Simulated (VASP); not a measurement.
Given:

```
ZrO2
1.0
    3.60244     0.00000     0.00000
    0.00000     3.60244     0.00000
    0.00000     0.00000     5.22256
Zr O
2 4
Cartesian
  0.00000   0.00000   0.00000
  1.80122   1.80122   2.61128
  0.00000   1.80122   1.57725
  0.00000   1.80122   4.18853
  1.80122   0.00000   1.03403
  1.80122   0.00000   3.64531
```

Method: r2SCAN meta-GGA, VASP's PBE PAW potentials (set 64) (plane waves; VASP). Settings: 520 eV cut-off, 8×8×6 Γ-centred mesh, Gaussian smearing of 0.010 eV, potentials Zr_sv O.

Problem. What does the run give for the energy per atom (σ→0)?

Solution. 
| Property | Value |
|---|---|
| energy per atom (σ→0) | -15.314 eV/atom |

The structure comes from a computed database's ZrO2 entry (P4_2/nmc); how it stands against other phases isn't given here. It was relaxed first.
